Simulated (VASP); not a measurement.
An input for Ansatz (written as the equivalent of a VASP run, and not itself run):

Ansatz 0.2 input:
```yaml
crystal:
  lattice:
    - [0.0000000, 2.7155000, 2.7155000]
    - [2.7155000, 0.0000000, 2.7155000]
    - [2.7155000, 2.7155000, 0.0000000]
  atoms:
    - { symbol: Si, position: [0.0000000, 0.0000000, 0.0000000] }
    - { symbol: Si, position: [0.2500000, 0.2500000, 0.2500000] }
kpoints:
  mp_grid: { grid: [8, 8, 8] }
hamiltonian:
  xc: lda
  pseudopotentials: { kind: paw }
scf:
  occupations: { method: gaussian, width: 0.05 }
  max_iter: 100
relax:
  max_steps: 60
  f_tol: 0.01
  cell: {}
output: { forces: true, stress: true, eigenvalues: true }
```

Q: Write the VASP files for the same calculation (LDA).

A: One answer among several that fit: 
### KPOINTS
```
Regular mesh
0
G
  8 8 8
0 0 0
```

**POSCAR**
```
Si
1.0
  0.0000000000   2.7155000000   2.7155000000
  2.7155000000   0.0000000000   2.7155000000
  2.7155000000   2.7155000000   0.0000000000
Si
2
Cartesian
  0.0000000000   0.0000000000   0.0000000000
  1.3577500000   1.3577500000   1.3577500000
```

**INCAR**
```
SYSTEM = Si
PREC = Accurate
ENCUT = 400
EDIFF = 1E-6
NELM = 100
ALGO = Normal
LREAL = .FALSE.
LASPH = .TRUE.
ISMEAR = 0
SIGMA = 0.05
LWAVE = .FALSE.
LCHARG = .FALSE.
IBRION = 2
ISIF = 3
NSW = 60
EDIFFG = -0.01
```

POTCAR, in this order: Si (LDA.64 set). Program: vasp_std.

Limits of the translation: each code has its own PAW files, so the cut-off isn't converted (ENCUT is set for VASP's; basis.ecutwfc is left out, and Ansatz then takes the one that its files recommend); Ansatz stops its SCF on the density residual and VASP on the energy change (EDIFF); Ansatz's lda is the Perdew-Wang form, while the LDA potentials of VASP carry Perdew-Zunger's.

The compound is Si in the diamond structure. This run relaxes it. Symmetry was kept, so distortions that lower it aren't found.
